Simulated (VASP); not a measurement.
# BaRu (P-6m2) in VASP: equation of state

How stiff is BaRu in PBE, and what volume does it want? The cell is scaled to several volumes.

Everything below comes from runs of VASP 6.6.1. Logs are shortened: lines on timing, memory, paths and dates and some standing lists are left out, and cuts for length are marked.

## 1. The structure

Symmetry: P-6m2, No. 187, hexagonal system. Conventional cell: a = 3.514 Å, b = 3.514 Å, c = 4.676 Å, α = 90.00°, β = 90.00°, γ = 120.00°. Ba (site symmetry -6m2) is surrounded by 6 Ru at 3.10 Å and 6 Ba at 3.51 Å. Ru (site symmetry -6m2) has 6 Ba at 3.10 Å and 6 Ru at 3.51 Å as nearest neighbours.

The cell was built by a generator and needn't be a form met in nature.

## 2. Equation of state, PBE, 23.50 Å³/atom (volume scaled by 0.94)

INCAR

```
SYSTEM = BaRu
PREC = Accurate ; ENCUT = 520
EDIFF = 1E-7 ; ISMEAR = -1
SIGMA = 0.05 ; LREAL = .False.
LASPH = .True. ; NELM = 60
ALGO = Normal ; ISIF = 2
LWAVE = .False. ; LCHARG = .False.
GGA = PE ; NBANDS = 19
```

KPOINTS

```
regular mesh
0
Gamma
  9 9 6
  0 0 0
```

POSCAR

```
BaRu
1.0
    3.4421088522      0.0000000000      0.0000000000
   -1.7210544261      2.9809490998      0.0000000000
    0.0000000000      0.0000000000      4.5802409727
Ba Ru
1 1
Direct
    0.0000000000      0.0000000000      0.5000000000
    0.6666700000      0.3333300000      0.0000000000
```

Potentials or basis: VASP PAW PBE potentials, release 64 (Ba_sv, Ru_pv).

Started as:

```bash
$ cat potpaw_PBE.64/Ba_sv/POTCAR potpaw_PBE.64/Ru_pv/POTCAR > POTCAR
$ mpirun -np 1 vasp_std > vasp.out
```

OUTCAR:

```text
SYSTEM = BaRu
   PREC = Accurate
   ENCUT = 520
   EDIFF = 1E-7
   ISMEAR = -1
   LREAL = .False.
   LASPH = .True.
   NELM = 60
   ISIF = 2
   GGA = PE

 Found    100 irreducible k-points:

 Following reciprocal coordinates:
            Coordinates               Weight
  0.000000  0.000000  0.000000      1.000000
  0.111111 -0.000000  0.000000      4.000000
 -0.111111  0.111111  0.000000      2.000000
  0.222222 -0.000000  0.000000      4.000000
 -0.222222  0.222222  0.000000      2.000000
  0.333333 -0.000000  0.000000      4.000000
   k-points           NKPTS =    100   k-points in BZ     NKDIM =    100   number of bands    NBANDS=     19
   number of dos      NEDOS =    301   number of ions     NIONS =      2
   total plane-waves  NPLWV =  28224
   dimension x,y,z NGX =    28 NGY =   28 NGZ =   36
   dimension x,y,z NGXF=    56 NGYF=   56 NGZF=   72
   ions per type =               1   1
   NGX,Y,Z   is equivalent  to a cutoff of  13.52, 13.52, 13.07 a.u.
   NGXF,Y,Z  is equivalent  to a cutoff of  27.05, 27.05, 26.13 a.u.
 SYSTEM =  BaRu
   PREC   = accura    normal or accurate (medium, high low for compatibility)
   ISTART =      0    job   : 0-new  1-cont  2-samecut
   ICHARG =      2    charge: 1-file 2-atom 10-const
   ISPIN  =      1    spin polarized calculation?
   LNONCOLLINEAR =      F non collinear calculations
   LSORBIT =      F    spin-orbit coupling
   LASPH  =      T    aspherical Exc in radial PAW
   ENCUT  =  520.0 eV  38.22 Ry    6.18 a.u.   6.40  6.40  8.52*2*pi/ulx,y,z
   NELM   =     60;   NELMIN=  2; NELMDL= -5     # of ELM steps
   EDIFF  = 0.1E-06   stopping-criterion for ELM
   LREAL  =      F    real-space projection
[... 7 lines left out ...]
   TEBEG  =    0.0;   TEEND  =   0.0 temperature during run
   PSTRESS=    0.0 pullay stress
   NELECT =      24.0000    total number of electrons
   NUPDOWN=      -1.0000    fix difference up-down
   EMIN   =  10.00;   EMAX   =-10.00  energy-range for DOS
   EFERMI =   0.00;   METHOD = LEGACY
   ISMEAR =    -1;   SIGMA  =   0.05  broadening in eV -4-tet -1-fermi 0-gaus
   EFERMI_NEDOS =   21; number of points for ismear=-14 and -15
   IALGO  =     38    algorithm
   IMIX   =      4    mixing-type and parameters
     AMIX     =   0.40;   BMIX     =  1.00
     AMIX_MAG =   1.60;   BMIX_MAG =  1.00
  volume/ion in A,a.u.               =      23.50       158.57
  Fermi-wavevector in a.u.,A,eV,Ry     =   1.308547  2.472796 23.297201  1.712296
  Thomas-Fermi vector in A             =   2.439207
   LORBIT       =      0    0 simple, 1 ext, 2 COOP (PROOUT), +10 PAW based schemes
   GGA     = PE    functional components
   LHFCALC =     F    Hartree Fock is set to
   AEXX    =    0.0000 exact exchange contribution
   IVDW    =     0    specifies the selected vdW correction
   LEPSILON=     F    determine dielectric tensor
   LRPA    =     F    only Hartree local field effects (RPA)
 non-spin polarized calculation
  energy-cutoff  :      520.00
  volume of cell :       47.00
 maximum number of plane-waves:      1285
 NGX is ok and might be reduce to    28
   NGX = 13   NGY = 13   NGZ = 17

 number of electron      24.0000004 magnetization

 Free energy of the ion-electron system (eV)
  ---------------------------------------------------
  ext. energy  EPLUGINS =         0.00000000
  ---------------------------------------------------
  free energy    TOTEN  =        -8.56306142 eV

  energy without entropy =       -8.53883977  energy(sigma->0) =       -8.55095059

 E-fermi :   5.9327     XC(G=0): -11.0703

 val. band max:        5.9325910884   @ k =  -0.1111   0.4444   0.3333
 cond. band min:       5.9520289801   @ k =  -0.4444   0.4444   0.1667
 fundamental gap:      0.0194378917
 Fermi energy:         5.9326546835

 k-point     1 :       0.0000    0.0000    0.0000
  band No.  band energies     occupation
      1     -35.5520      2.00000
      2     -35.5520      2.00000
      3     -35.3752      2.00000
      4     -21.7576      2.00000
      5      -6.9224      2.00000
      6      -5.5193      2.00000
      7      -5.5193      2.00000
      8       2.1478      2.00000
      9       3.8227      2.00000
     10       5.0923      2.00000
     11       5.0923      2.00000
     12       5.4618      1.99984
     13       5.4618      1.99984
     14       8.2144      0.00000
     15       9.2569      0.00000
     16       9.2569      0.00000
     17      12.1452      0.00000
     18      13.5240      0.00000
     19      13.5241      0.00000

 k-point     2 :       0.1111   -0.0000    0.0000
  band No.  band energies     occupation
      1     -35.5589      2.00000
      2     -35.5537      2.00000
      3     -35.3741      2.00000
      4     -21.6968      2.00000
      5      -6.8773      2.00000
      6      -5.9657      2.00000
      7      -5.6069      2.00000
      8       2.4108      2.00000
      9       4.1426      2.00000
     10       4.9481      2.00000
     11       5.2263      2.00000
     12       5.3829      1.99997
     13       5.4072      1.99995
     14       8.1780      0.00000
     15       9.3168      0.00000
     16       9.7175      0.00000
     17      10.7103      0.00000
     18      13.5845      0.00000
     19      15.2154      0.00000

 k-point     3 :      -0.1111    0.1111    0.0000
  band No.  band energies     occupation
      1     -35.5589      2.00000
      2     -35.5537      2.00000
      3     -35.3741      2.00000
      4     -21.6968      2.00000
      5      -6.8773      2.00000
      6      -5.9657      2.00000
      7      -5.6069      2.00000
      8       2.4108      2.00000
      9       4.1427      2.00000
     10       4.9481      2.00000
     11       5.2263      2.00000
     12       5.3829      1.99997
     13       5.4071      1.99995
     14       8.1780      0.00000
     15       9.3168      0.00000
     16       9.7175      0.00000
     17      10.7103      0.00000
     18      13.5845      0.00000
     19      15.2154      0.00000

 k-point     4 :       0.2222   -0.0000    0.0000
  band No.  band energies     occupation
      1     -35.5765      2.00000
      2     -35.5581      2.00000
      3     -35.3715      2.00000
      4     -21.5374      2.00000
      5      -6.9465      2.00000
      6      -6.7589      2.00000
      7      -5.8182      2.00000
      8       3.0391      2.00000
      9       4.3725      2.00000
     10       4.9200      2.00000
     11       5.1926      2.00000
     12       5.2043      2.00000
     13       5.5900      1.99789
     14       8.1182      0.00000
     15       9.2927      0.00000
     16      10.0476      0.00000
     17      11.0260      0.00000
     18      13.7184      0.00000
     19      16.6842      0.00000

 k-point     5 :      -0.2222    0.2222    0.0000
  band No.  band energies     occupation
      1     -35.5765      2.00000
      2     -35.5581      2.00000
      3     -35.3715      2.00000
      4     -21.5374      2.00000
      5      -6.9465      2.00000
      6      -6.7589      2.00000
      7      -5.8182      2.00000
      8       3.0391      2.00000
      9       4.3725      2.00000
     10       4.9200      2.00000
     11       5.1926      2.00000
     12       5.2043      2.00000
     13       5.5900      1.99789
     14       8.1182      0.00000
     15       9.2927      0.00000
     16      10.0477      0.00000
     17      11.0260      0.00000
     18      13.7183      0.00000
     19      16.6577      0.00000

 k-point     6 :       0.3333   -0.0000    0.0000
  band No.  band energies     occupation
      1     -35.5965      2.00000
      2     -35.5631      2.00000
      3     -35.3684      2.00000
      4     -21.3455      2.00000
      5      -7.9006      2.00000
      6      -6.6159      2.00000
      7      -6.0423      2.00000
      8       3.3621      2.00000
      9       4.4087      2.00000
     10       4.8445      2.00000
     11       4.9905      2.00000
     12       5.3915      1.99996
     13       6.0573      0.15276
     14       8.1583      0.00000
     15       8.5172      0.00000
     16      11.1120      0.00000
     17      12.9718      0.00000
     18      13.8412      0.00000
     19      14.9582      0.00000

 [... further k-points ...]
[... 5 lines left out ...]
  --------------------------------------------------------------------------------------
  -------------------------------------------------------------------------------------
  Total        1.7056875      1.7056409      2.6193617     -0.0000358      0.0000000      0.0000000
  in kB       58.1490407     58.1474518     89.2973482     -0.0012204      0.0000000      0.0000000
  external PRESSURE =      68.5312802 kB  Pullay stress =       0.0000000 kB

 VOLUME and BASIS-vectors are now :
 -----------------------------------------------------------------------------
  energy-cutoff  :      520.00
  volume of cell :       47.00
      direct lattice vectors                 reciprocal lattice vectors
     3.442108852  0.000000000  0.000000000     0.290519575  0.167731814  0.000000000
    -1.721054426  2.980949100  0.000000000     0.000000000  0.335463628  0.000000000
     0.000000000  0.000000000  4.580240973     0.000000000  0.000000000  0.218329124

 POSITION                                       TOTAL-FORCE (eV/Angst)
 -----------------------------------------------------------------------------------
      0.00000      0.00000      2.29012        -0.000019      0.000011      0.000000
      1.72107      0.99364      0.00000         0.000019     -0.000011      0.000000
 -----------------------------------------------------------------------------------
    total drift:                               -0.000026     -0.000045      0.000000

  FREE ENERGIE OF THE ION-ELECTRON SYSTEM (eV)
  ---------------------------------------------------
  free  energy   TOTEN  =        -8.5630614161 eV

  energy  without entropy=       -8.5388397669  energy(sigma->0) =       -8.55095059
```

Run time: 34 s. Hardware: 1 thread of Intel Xeon 6975P-C (Granite Rapids), shared host; peak memory 0.23 GiB.

Results:

- Free energy: -8.5631 eV
- Pressure: 6.9 GPa
- Band gap on the k mesh: none (metal or under the smearing width)

(Continued in part 2 of 2.)
